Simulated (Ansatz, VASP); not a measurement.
## YbPd in two plane-wave programs

Aim: how closely do two programs agree when they are given the same cell, functional and k mesh? Of the first pair: The two relaxations start from unlike cells of this crystal (the structure described is Ansatz's start), so only their ends are compared.

Method: plane waves, with VASP 6.6.1 beside it; relaxation of cell and atoms at PBEsol, in Ansatz 0.2.0.

## 1. Set-up

The structure is cubic, space group Pm-3m (No. 221). Conventional cell: a = 3.447 Å, b = 3.447 Å, c = 3.447 Å, α = 90.00°, β = 90.00°, γ = 90.00°. Nearest to Yb lie 8 Pd at 2.99 Å. Nearest to Pd lie 8 Yb at 2.99 Å. Farther neighbours are not listed.

## 2. Ansatz: relaxation of cell and atoms, PBEsol, pair 1

Ansatz runs on its default PAW (the set named soft_2) files.

The relaxed volume is the usual yardstick between codes: in a stiff, nearly cubic crystal its relative difference is about their pressure difference at one cell divided by the bulk modulus.

input.yaml reads:

```yaml
crystal:
  lattice:
    - [3.447, 0.0, 0.0]
    - [0.0, 3.447, 0.0]
    - [0.0, 0.0, 3.447]
  atoms:
    - { symbol: Yb, position: [0.5, 0.5, 0.5] }
    - { symbol: Pd, position: [0.0, 0.0, 0.0] }
kpoints:
  mp_grid: { grid: [10, 10, 10] }
hamiltonian:
  xc: pbesol
scf:
  occupations: { method: gaussian, width: 0.1 }
output:
  forces: true
  stress: true
  eigenvalues: true
  write_density: true
  write_potential: true
  elf: true
  volumetric_format: npy
relax:
  adjacent_minimum: "off"
  f_tol: 0.005
  max_steps: 80
  cell: { stress_tol: 0.05 }
```

Launch:

```
ansatz run input.yaml --threads 8 --pin off --max-ram 14336MiB --backend cpu --events-out ev --progress --plain --runs-dir out
```

Numbers of over 12 decimals in the logs are rounded to 6 here.

What it wrote:

```text
Engine: ansatz 0.2.0, aarch64-unknown-linux-gnu
Pseudopotentials: kind: paw
Pseudopotential: Yb, paw, valence charge 24, recommended cutoff 420 eV (normal), Yb.paw.azcp
Pseudopotential: Pd, paw, valence charge 18, recommended cutoff 420 eV (normal), Pd.paw.azcp
Functional definition: PBEsol
  exchange = pbesol_x
  correlation = pbesol_c
Crystal: 2 atoms, lattice volume = 40.957 Å³
Basis set: ecut = 420 eV, 799 PW (Γ), exchange–correlation on 48×48×48 points (8 copies of the dense FFT grid, shifted against one another)
Bands: 26, of which v1, the nominal top of the filled ones, is band 21 counted from 1 (20 counted from 0)
Symmetry: 48 space group operations
Space group: Pm-3m (ITA 221), of the structure as read, at distance tolerance 3.4e-5 Å
k-points: 56 of 1000
Non-local potential: Yb, projectors of the file, l = 0: 3, l = 1: 2, l = 2: 2, l = 3: 3
Non-local potential: Pd, projectors of the file, l = 0: 2, l = 1: 2, l = 2: 2, l = 3: 1
PAW form: soft (Blöchl's): semilocal exchange-correlation on the pseudo side does not see the compensation charge
PAW frozen core: Yb, regenerated for the run's functional, and the local potential with it (the file was generated under x = pbe(κ = 0.804, μ = 0.219515), c = pbe(β = 0.066725))
PAW frozen core: Pd, regenerated for the run's functional, and the local potential with it (the file was generated under x = pbe(κ = 0.804, μ = 0.219515), c = pbe(β = 0.066725))
PAW one-centre angular grid: Yb, 590 points (default); XC on 64 Gauss nodes
PAW one-centre angular grid: Pd, 590 points (default); XC on 64 Gauss nodes
Initial density: superposition of atomic densities (neutral atoms: chi_scale 0, normalization atom), corrected by the library's trained network
Initial wavefunctions: pseudopotential atomic-orbital guess
Functional: x = pbesol(κ = 0.804, μ = 0.123457), c = pbesol(β = 0.046)
SCF iter   1: F=—  HF=-20584.681116 eV  |F-HF|=—  |Δ(HF+E_count)|=         —  Δρ=2.84e-2  dr2=4.02e-1  ethr=1.77e-3  ⟨swp⟩=5.8  Hψ=6453  notcnv=0
preconditioner: auto → Kerker (q_TF=auto, 2.740 Å⁻¹)  [metal: Δε(μ)=0.021 eV  Ē_g=9.300 eV  σ=0.100 eV  W_gap=0.12  n_scr=18 (ndim 8)  ℏωp=32.8 eV  f_vac=0.000  D(μ)=2.84/eV (n_scr^D=26)]
SCF iter   2: F=—  HF=-20584.655294 eV  |F-HF|=—  |Δ(HF+E_count)|=   2.58e-2  Δρ=1.12e-2  dr2=6.84e-2  ethr=9.57e-4  ⟨swp⟩=1.8  Hψ=2369  notcnv=0
SCF iter   3: F=—  HF=-20584.648454 eV  |F-HF|=—  |Δ(HF+E_count)|=   6.84e-3  Δρ=2.65e-3  dr2=4.77e-3  ethr=1.63e-4  ⟨swp⟩=1.6  Hψ=1589  notcnv=0  defer=8
SCF iter   4: F=—  HF=-20584.648092 eV  |F-HF|=—  |Δ(HF+E_count)|=   3.63e-4  Δρ=5.52e-4  dr2=1.67e-4  ethr=1.14e-5  ⟨swp⟩=2.3  Hψ=2105  notcnv=0  defer=8
SCF iter   5: F=—  HF=-20584.648107 eV  |F-HF|=—  |Δ(HF+E_count)|=   1.57e-5  Δρ=2.34e-4  dr2=3.45e-5  ethr=3.98e-7  ⟨swp⟩=2.4  Hψ=2614  notcnv=0  defer=8
SCF iter   6: F=—  HF=-20584.648126 eV  |F-HF|=—  |Δ(HF+E_count)|=   1.90e-5  Δρ=5.40e-5  dr2=1.26e-6  ethr=8.22e-8  ⟨swp⟩=2.0  Hψ=2257  notcnv=0  defer=8
SCF iter   7: F=—  HF=-20584.648126 eV  |F-HF|=—  |Δ(HF+E_count)|=   3.44e-7  Δρ=2.40e-5  dr2=2.25e-7  ethr=3.00e-9  ⟨swp⟩=2.1  Hψ=2355  notcnv=0  defer=8
SCF iter   8: F=-20584.648126 eV  HF=-20584.648126 eV  |F-HF|=2.06e-8  |Δ(HF+E_count)|=   1.04e-7  Δρ=6.99e-6  dr2=1.55e-8  ethr=2.38e-10  ⟨swp⟩=13.7  Hψ=12465  notcnv=0
SCF 1 converged in 8 iterations: F = -20584.648126 eV  dr2 = 1.55e-8
  Residual-converged pass: ⟨swp⟩=1.0  Hψ=1682  notcnv=0  max |occ|·‖R‖ = 7.1e-9 eV (tolerance 1.0e-8 eV)  dr2=1.55e-8  dr2_onsite=2.96e-8  max |Δocc| = 2.2e-11
  greatest PAW one-centre occupation: 0.999 electrons in one spin orbital (limit 2), on the Pd atom at site 1 (counted from 0), in its partial waves of l = 0
relax step   1: F+E_penalty+E_count = -20584.64812571 eV  Δ(F+E_penalty+E_count) = +0.000e0 eV  max|allowed force component| = 4.996e-30 eV/Å  Δτ_max = 0.0000 Å  P = -1.318 GPa  Ω = 40.957 Å³  (8 SCF iters, dr2 threshold 1.00e-7 eV, accepted)
[...]
relax step   2: F+E_penalty+E_count = -20584.64971324 eV  Δ(F+E_penalty+E_count) = -1.588e-3 eV  max|allowed force component| = 1.749e-29 eV/Å  Δτ_max = 0.0000 Å  P = +1.033 GPa  Ω = 39.786 Å³  energy of the carried Pulay correction = +3.045e-4 eV  (7 SCF iters, dr2 threshold 2.00e-7 eV, accepted)
[...]
relax step   3: F+E_penalty+E_count = -20584.65113921 eV  Δ(F+E_penalty+E_count) = -1.426e-3 eV  max|allowed force component| = 9.335e-30 eV/Å  Δτ_max = 0.0000 Å  P = -0.032 GPa  Ω = 40.292 Å³  energy of the carried Pulay correction = +1.718e-4 eV  (6 SCF iters, dr2 threshold 2.00e-7 eV, accepted)
[...]
relax step   4: F+E_penalty+E_count = -20584.65095634 eV  Δ(F+E_penalty+E_count) = +1.829e-4 eV  max|allowed force component| = 1.137e-29 eV/Å  Δτ_max = 0.0000 Å  P = -0.030 GPa  Ω = 40.292 Å³  stress off target by 3.02e-2 GPa  SCF on the basis re-selected at this cell (its energy is not comparable with the rows above)  (6 SCF iters)
basis re-selected at this cell: Δ(F+E_penalty+E_count) = +1.829e-4 eV, ΔP = +0.002 GPa vs the last step (what re-selecting the basis moved, of the pressure what is left beyond the Pulay correction that the steps carried, after the strain that the cell walked since its last selection, with what the two solves' SCF thresholds leave and, on support functions, any second-order correction that the steps lacked; it is no m [...]
SCF converged after 6 iterations
Free energy (F): -20584.650956 eV
Harris-Foulkes:  -20584.650956 eV  (|F-HF|=7.28e-12)
Internal energy: -20584.625373 eV  (E = F + TS)
E sigma→0 (E₀):  -20584.638165 eV
Entropy (-TS):   -0.025584 eV (-12.792 meV/atom)
Fermi energy:    16.871035 eV
--- Per-component energies (eV) ---
  E_band       = -41.393391
  E_kinetic    = 878.409976
  E_local      = -7261.834024  (includes V_loc(G=0)·N_el)
  E_nonlocal   = 762.075818
  E_hartree    = 3103.135296
  E_xc         = -333.608915
  E_vxc        = -418.999579  (∫ρ·V_xc dr)
  E_paw        = -10916.259008  (= ΣΔE_a)
  E_vpaw       = -207.316348  (= ΣTr[D̂ρ^β])
  E_aug_tail   = 0.000178  (compensation charges beyond the density's cutoff)
  E_ewald      = -6817.976412
  E_core_change = 1.431718  (= ΣΔE_core)
  E_smearing   = -0.025584  (= −TS)
  E_closure    = 0.000000  (closes the sum)
  Σ components = -20584.650956   (vs F -20584.650956, Δ=0.00e0)
--- Forces (eV/Å), atoms counted from 1 ---
  atom   1  Yb     0.00000000     0.00000000     0.00000000
  atom   2  Pd     0.00000000     0.00000000    -0.00000000
  max |Σ_I F_I| component: 2.35e-29 eV/Å
--- Stress (GPa, compression-positive) ---
       -0.030166       0.000000      -0.000000
        0.000000      -0.030166      -0.000000
       -0.000000      -0.000000      -0.030166
  P = ⅓ Tr σ = -0.0302 GPa (-0.302 kbar)
--- Band table (eV; the first three rows and the last of 56) ---
  k-point 0: bands = [... 17 lower, 16.6348, 16.6348, 16.6348, 16.6720, 19.6662, 19.6662, 24.3480, 24.3480, ... 1 higher]
  k-point 1: bands = [... 17 lower, 16.6225, 16.6457, 16.6457, 16.6831, 19.5653, 19.6512, 23.2025, 23.2025, ... 1 higher]
  k-point 2: bands = [... 17 lower, 16.6397, 16.6763, 16.6763, 16.7134, 19.2933, 19.3719, 22.0295, 22.0295, ... 1 higher]
  k-point 55: bands = [... 17 lower, 16.6234, 16.6234, 16.6234, 16.6940, 16.6940, 16.6940, 21.7320, 25.6287, ... 1 higher]
--- Relaxed structure (3 steps of the walk, 3 accepted, 1 SCFs on fresh bases) ---
  F+E_penalty+E_count = -20584.65095634 eV   max|allowed force component| = 1.137e-29 eV/Å   (the final SCF, on the basis selected at the relaxed cell)
  cell:  # Å, volume = 40.2922 Å³
    - [3.428260, 0, 0]
    - [0, 3.428260, 0.0]
    - [0, 0.0, 3.428260]
  atoms:
    - { symbol: Yb, position: [0.5, 0.5, 0.5] }
    - { symbol: Pd, position: [0, 0, 0] }
```

## 3. VASP: relaxation of cell and atoms, PBEsol, pair 1

Its own start cell and the same functional, mesh and smearing now go to VASP, with its own data sets.

Lines of VASP's logs that name or quote its potential files are left out, and so is its time.

INCAR reads:

```
SYSTEM = YbPd
PREC = Accurate
ENCUT = 600
EDIFF = 1E-07
NELM = 200
ISMEAR = 0
SIGMA = 0.1
LREAL = .FALSE.
ALGO = Normal
GGA = PS
NBANDS = 23
LASPH = .TRUE.
LORBIT = 11
LWAVE = .FALSE.
LCHARG = .FALSE.
ISIF = 3
IBRION = 2
NSW = 80
EDIFFG = -0.005
GGA_COMPAT = .FALSE.
NELMIN = 4
LMAXMIX = 6
KPAR = 2
```

POSCAR reads:

```
YbPd
1.0
    3.4280373728      0.0000000000      0.0000000000
    0.0000000000      3.4280373728      0.0000000000
    0.0000000000      0.0000000000      3.4280373728
Yb Pd
1 1
Direct
    0.5000000000      0.5000000000      0.5000000000
    0.0000000000      0.0000000000      0.0000000000
```

KPOINTS reads:

```
Automatic mesh
0
Gamma
10 10 10
0 0 0
```

Potentials, in the order of the species: Yb and Pd (PBE family, release 64).

Launch:

```
mpirun -np 2 vasp_std
```

What it wrote:

```text
[banner, memory and clock lines left out]
running    2 mpi-ranks, on    1 nodes
 distrk:  each k-point on    1 cores,    2 groups
 distr:  one band on    1 cores,    1 groups

 POSCAR found type information on POSCAR YbPd
 POSCAR found :  2 types and       2 ions
|                                                                             |
|               ----> ADVICE to this user running VASP <----                  |
|                                                                             |
|     You enforced a specific xc type in the INCAR file but a different       |
|     [... a line on the potential file left out ...]
|     I HOPE YOU KNOW WHAT YOU ARE DOING!                                     |
|                                                                             |

 LDA part: xc-table for (Slater+PW92), standard interpolation
 POSCAR, INCAR and KPOINTS ok, starting setup
 FFT: planning ... GRIDC
 FFT: planning ... GRID_SOFT
 FFT: planning ... GRID
 WAVECAR not read
 entering main loop
       N       E                     dE             d eps       ncg     rms          rms(c)
DAV:   1     0.208633002356E+03    0.20863E+03   -0.13671E+04  3736   0.106E+04
DAV:   2     0.152983145773E+02   -0.19333E+03   -0.18154E+03  3585   0.888E+02
DAV:   3    -0.759686527385E+01   -0.22895E+02   -0.22243E+02  3906   0.152E+02
DAV:   4    -0.114225893462E+02   -0.38257E+01   -0.37588E+01  4794   0.425E+01
DAV:   5    -0.117563857443E+02   -0.33380E+00   -0.32265E+00  4304   0.136E+01    0.355E+01
DAV:   6    -0.115984310723E+02    0.15795E+00   -0.27198E+00  3572   0.315E+01    0.155E+01
DAV:   7    -0.149207969969E+02   -0.33224E+01   -0.20843E+01  2946   0.129E+02    0.469E+01
DAV:   8    -0.116053737208E+02    0.33154E+01   -0.41822E+00  3103   0.822E+01    0.136E+01
DAV:   9    -0.113969427491E+02    0.20843E+00   -0.40600E-01  4525   0.177E+01    0.387E+00
DAV:  10    -0.113798610677E+02    0.17082E-01   -0.65682E-02  4742   0.775E+00    0.566E-01
DAV:  11    -0.113825549789E+02   -0.26939E-02   -0.11986E-02  4885   0.430E+00    0.106E+00
DAV:  12    -0.113826068293E+02   -0.51850E-04   -0.35224E-03  4446   0.392E-01    0.952E-01
DAV:  13    -0.113815382327E+02    0.10686E-02   -0.39146E-04  4626   0.848E-01    0.697E-01
DAV:  14    -0.113805187175E+02    0.10195E-02   -0.86962E-04  3276   0.172E+00    0.260E-01
DAV:  15    -0.113804553161E+02    0.63401E-04   -0.24377E-04  4899   0.541E-01    0.845E-02
DAV:  16    -0.113804516787E+02    0.36374E-05   -0.44780E-05  4255   0.706E-02    0.492E-02
DAV:  17    -0.113804529186E+02   -0.12399E-05   -0.48873E-06  4803   0.833E-02    0.486E-02
DAV:  18    -0.113804518929E+02    0.10257E-05   -0.78081E-06  3604   0.133E-01    0.375E-02
DAV:  19    -0.113804517305E+02    0.16246E-06   -0.46167E-07  3267   0.140E-02    0.238E-02
DAV:  20    -0.113804515942E+02    0.13631E-06   -0.12546E-06  3214   0.525E-02    0.648E-03
DAV:  21    -0.113804515045E+02    0.89620E-07   -0.53234E-08  1939   0.119E-02
   1 F= -.11380452E+02 E0= -.11367454E+02  d E =-.113805E+02
[...]
2 F= -.11380437E+02 E0= -.11367457E+02  d E =0.141859E-04
[...]
3 F= -.11380456E+02 E0= -.11367461E+02  d E =-.480078E-05
 curvature:  -0.22 expect dE=-0.647E-05 dE for cont linesearch -0.647E-05
 ZBRENT: interpolating
 opt :   0.2138  next Energy=   -11.380460 (dE=-0.800E-05)
 bond charge predicted
       N       E                     dE             d eps       ncg     rms          rms(c)
DAV:   1    -0.113807427123E+02   -0.28644E-03   -0.10395E-03  4283   0.925E-01    0.311E-01
DAV:   2    -0.113861471130E+02   -0.54044E-02   -0.12604E-02  2752   0.631E+00    0.122E+00
DAV:   3    -0.113805126625E+02    0.56345E-02   -0.96844E-03  2835   0.577E+00    0.106E-01
DAV:   4    -0.113804613396E+02    0.51323E-04   -0.18229E-04  3989   0.440E-01    0.339E-02
DAV:   5    -0.113804545793E+02    0.67604E-05   -0.27158E-05  4569   0.133E-01    0.149E-02
DAV:   6    -0.113804551574E+02   -0.57814E-06   -0.77031E-06  4874   0.704E-02    0.161E-02
DAV:   7    -0.113804558118E+02   -0.65440E-06   -0.11992E-06  3929   0.698E-03    0.127E-02
DAV:   8    -0.113804558215E+02   -0.97543E-08   -0.12142E-06  4451   0.601E-03    0.105E-02
DAV:   9    -0.113804556672E+02    0.15433E-06   -0.86193E-08  2074   0.147E-02    0.496E-03
DAV:  10    -0.113804556429E+02    0.24356E-07   -0.19275E-07  1955   0.185E-02
   4 F= -.11380456E+02 E0= -.11367461E+02  d E =-.413833E-05
 curvature:  -0.11 expect dE=-0.160E-06 dE for cont linesearch -0.160E-06
 trial: gam=-0.13646 g(F)=  0.296E-64 g(S)=  0.150E-05 ort = 0.921E-05 (trialstep = 0.843E+00)
 search vector abs. value=  0.400E-07
 reached required accuracy - stopping structural energy minimisation
```

Parts of OUTCAR (step 3):

```text
ion  position               nearest neighbor table
   1  0.500  0.500  0.500-   2 2.97   2 2.97   2 2.97   2 2.97   2 2.97   2 2.97   2 2.97   2 2.97

  LATTYP: Found a simple cubic cell.
 ALAT       =     3.4280373728

 Subroutine GETGRP returns: Found 48 space group operations
 (whereof 48 operations were pure point group operations)

The static configuration has the point symmetry O_h .

 Found     56 irreducible k-points:

   k-points           NKPTS =     56   k-points in BZ     NKDIM =     56   number of bands    NBANDS=     23

   dimension x,y,z NGX =    28 NGY =   28 NGZ =   28
   dimension x,y,z NGXF=    56 NGYF=   56 NGZF=   56

   ENCUT  =  600.0 eV  44.10 Ry    6.64 a.u.   6.85  6.85  6.85*2*pi/ulx,y,z

   NELECT =      34.0000    total number of electrons

 k-points in reciprocal lattice and weights: Automatic mesh
   0.00000000  0.00000000  0.00000000       0.001
   0.10000000  0.00000000  0.00000000       0.006
   0.20000000  0.00000000  0.00000000       0.006
   0.30000000  0.00000000  0.00000000       0.006
   0.40000000  0.00000000  0.00000000       0.006
   0.50000000  0.00000000  0.00000000       0.003
   0.10000000  0.10000000  0.00000000       0.012
   0.20000000  0.10000000  0.00000000       0.024
   0.30000000  0.10000000  0.00000000       0.024
[...]
0.50000000  0.50000000  0.40000000       0.006
   0.50000000  0.50000000  0.50000000       0.001

 average (electrostatic) potential at core
       1 -31.4037       2 -75.2649

 E-fermi :   5.1151

 k-point     1 :       0.0000    0.0000    0.0000
  band No.  band energies     occupation
    ...
     13       4.8573      1.99973
     14       4.8797      1.99913
     15       4.8797      1.99913
     16       4.8797      1.99913
     17       4.9171      1.99490
     18       7.8936      0.00000
     19       7.8936      0.00000
     20      12.5663      0.00000
     21      12.5663      0.00000
     22      12.5663      0.00000
    ...

 k-point     2 :       0.1000    0.0000    0.0000
  band No.  band energies     occupation
    ...
     13       4.8653      1.99959
     14       4.8673      1.99954
     15       4.8907      1.99849
     16       4.8907      1.99849
     17       4.9282      1.99178
     18       7.7928      0.00000
     19       7.8790      0.00000
     20      11.4274      0.00000
     21      11.4274      0.00000
     22      12.5060      0.00000
    ...

 k-point     3 :       0.2000    0.0000    0.0000
  band No.  band energies     occupation
    ...
     13       4.8847      1.99888
     14       4.8847      1.99888
     15       4.9213      1.99385
     16       4.9213      1.99385
     17       4.9584      1.97326
     18       7.5207      0.00000
     19       7.6017      0.00000
     20      10.2559      0.00000
     21      10.2559      0.00000
     22      11.9185      0.00000
    ...

  Total       -0.0045548     -0.0045548     -0.0045548     -0.0000000      0.0000000      0.0000000
  in kB       -0.1812305     -0.1812305     -0.1812305     -0.0000000      0.0000000      0.0000000
  external PRESSURE =      -0.1812305 kB  Pullay stress =       0.0000000 kB

  energy-cutoff  :      600.00
  volume of cell :       40.27
      direct lattice vectors                 reciprocal lattice vectors
     3.427543578 -0.000000000  0.000000000     0.291754132  0.000000000  0.000000000
    -0.000000000  3.427543578 -0.000000000     0.000000000  0.291754132 -0.000000000
    -0.000000000  0.000000000  3.427543578    -0.000000000  0.000000000  0.291754132

 POSITION                                       TOTAL-FORCE (eV/Angst)
 -----------------------------------------------------------------------------------
      1.71377      1.71377      1.71377        -0.000000      0.000000      0.000000
      0.00000      0.00000      0.00000         0.000000     -0.000000      0.000000
 -----------------------------------------------------------------------------------
    total drift:                                0.000000      0.000000      0.000000

  FREE ENERGIE OF THE ION-ELECTRON SYSTEM (eV)
  ---------------------------------------------------
  free  energy   TOTEN  =       -11.3804556429 eV

  energy  without entropy=      -11.3544668737  energy(sigma->0) =      -11.36746126

 reached required accuracy - stopping structural energy minimisation

 total charge
# of ion       s       p       d       f       tot
--------------------------------------------------
    1        2.198   6.064   0.443  13.513  22.218
    2        0.605   0.288   8.573   0.000   9.465
--------------------------------------------------
tot          2.803   6.351   9.016  13.513  31.683

[... 3 further parts left out ...]
```

The run keeps the 48 symmetry operations of its start, so it cannot find a distortion of lower symmetry.

## 4. Side by side

Known differences besides the potentials themselves: the data sets hold 42 valence electrons in Ansatz (on its default PAW (the set named soft_2) files) and 34 in VASP; the cutoff is 420 eV in Ansatz and 600 eV in VASP; Ansatz makes its cores anew for this functional, VASP keeps those of its PBE data sets; Ansatz adds a Pulay correction to the stress that steers its cell, VASP none. Total energies have different zeros and are not compared.

Compared:

```
                                         quantity  Ansatz   VASP  difference
                                      volume (Å³)   40.29  40.27     +0.06 %
edge a after relaxation, in the typed setting (Å)   3.428  3.428     +0.02 %
```

(Continued in part 2 of 2.)

[Lines on the potential files, build, host, timing and source positions are cut from VASP's logs without a mark.]

[Logs are printed without paths, hosts, clocks, repeated set-up lines and the standing remarks that a program may print on its own settings, such as how far it seeks lower states.]

[Hosts, paths, dates, database ids (printed as entryN), source tags and the programs' standing remarks are cut or masked in the printed files.]
